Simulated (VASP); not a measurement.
Given:

```yaml
crystal:
  lattice:
    - [4.12823, 0.00000, 0.00000]
    - [-2.06411, 3.57515, 0.00000]
    - [0.00000, 0.00000, 6.73928]
  atoms:
    - { symbol: Cd, position: [0.33333, 0.66667, 0.99984] }
    - { symbol: Cd, position: [0.66667, 0.33333, 0.49984] }
    - { symbol: S, position: [0.33333, 0.66667, 0.37516] }
    - { symbol: S, position: [0.66667, 0.33333, 0.87516] }
```

Level of theory: PBEsol GGA, VASP's PBE PAW potentials (set 64) (plane waves; VASP). Run with 500 eV cut-off, 6×6×4 Γ-centred mesh, Gaussian smearing of 0.050 eV, potentials Cd S.

Problem. Estimate the energy per atom (σ→0), band gap (on the k-mesh) with the smallest direct gap where there is one.

Solution. 
```yaml
band gap (on the k-mesh): 1.07 eV
smallest direct gap (on the k-mesh): 1.07 eV
energy per atom (σ→0): -3.408 eV/atom
```

Only differences to runs with the same potentials and settings are physical.

The structure was generated: CdS was put into the wurtzite type (P6_3mc), which need not be its known phase. It was relaxed first.
